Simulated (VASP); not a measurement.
Given:

```xyz
3
Lattice="1.9100 -3.3082 0.0000 1.9100 3.3082 0.0000 0.0000 0.0000 6.7841" Properties=species:S:1:pos:R:3 pbc="T T T"
Sn     1.9100    -3.3082     0.0000
Se     1.9100     1.1027     1.5803
Se     1.9100    -1.1027     5.2038
```

Computed with AM05 GGA, VASP's PBE PAW potentials (set 64) (plane waves; VASP). Settings: 520 eV cut-off, Gaussian smearing of 0.050 eV, potentials Sn_d Se.

Without a dispersion term in the relaxation, distances and binding between the weakly bound layers, chains or molecules are unreliable, and so is what depends on them. Unless said otherwise, spin-orbit coupling is left out, though it shifts the bands of the heavy elements here.

### Question
What does the run give for the band gap (along the path) with the smallest direct gap where there is one?

### Answer

```yaml
band gap (along the path): 0.70 eV
smallest direct gap (along the path): 1.11 eV
```

Total energies compare only between runs with the same potentials, cut-off and functional.

The compound is SnSe2 in the 1T layered structure. It was relaxed first, which changed the volume by +11 %.
